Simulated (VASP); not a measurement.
OSZICAR of a VASP run on BBi (relaxed from the NiAs type structure, space group P6_3/mmc):

### OSZICAR
```
       N       E                     dE             d eps       ncg     rms          rms(c)
DAV:   1     0.342973834647E+03    0.34297E+03   -0.19447E+04  3696   0.202E+03
DAV:   2     0.122641535827E+02   -0.33071E+03   -0.32623E+03  3774   0.490E+02
DAV:   3    -0.174537843999E+02   -0.29718E+02   -0.29242E+02  4570   0.157E+02
DAV:   4    -0.184489803112E+02   -0.99520E+00   -0.99026E+00  4392   0.302E+01
DAV:   5    -0.184921354421E+02   -0.43155E-01   -0.43338E-01  5222   0.580E+00    0.358E+00
DAV:   6    -0.178101366062E+02    0.68200E+00   -0.23775E+00  4836   0.926E+00    0.124E+00
DAV:   7    -0.177965682316E+02    0.13568E-01   -0.24078E-01  5044   0.235E+00    0.635E-01
DAV:   8    -0.177915517442E+02    0.50165E-02   -0.19927E-02  4724   0.147E+00    0.108E-01
DAV:   9    -0.177910119688E+02    0.53978E-03   -0.26303E-03  5086   0.442E-01    0.398E-02
DAV:  10    -0.177910167221E+02   -0.47533E-05   -0.47206E-04  4426   0.192E-01    0.157E-02
DAV:  11    -0.177910053846E+02    0.11338E-04   -0.72811E-05  4988   0.718E-02    0.474E-03
DAV:  12    -0.177910061898E+02   -0.80526E-06   -0.47020E-06  4292   0.131E-02    0.615E-04
DAV:  13    -0.177910060058E+02    0.18404E-06   -0.18668E-07  3478   0.320E-03    0.308E-04
DAV:  14    -0.177910058951E+02    0.11067E-06   -0.19792E-08  2400   0.148E-03    0.126E-04
DAV:  15    -0.177910059623E+02   -0.67232E-07   -0.80088E-09  2232   0.105E-03
   1 F= -.17791006E+02 E0= -.17791006E+02  d E =0.000000E+00
```

### Question
Which electronic solver shows in the log?

### Answer
It is blocked Davidson (ALGO = Normal, or the opening steps of other solvers). The INCAR had ALGO = Normal.

### Question
Can the final energy be trusted as converged?

### Answer
The calculation finished and met its thresholds. It stopped with EDIFF = 1E-7, NELM = 100 (PBEsol GGA, plane waves, VASP's PBE PAW potentials (set 64)).

The structure was generated: BBi was put into the NiAs type type (P6_3/mmc), which need not be its known phase. It was relaxed first, which changed the volume by +19 %.
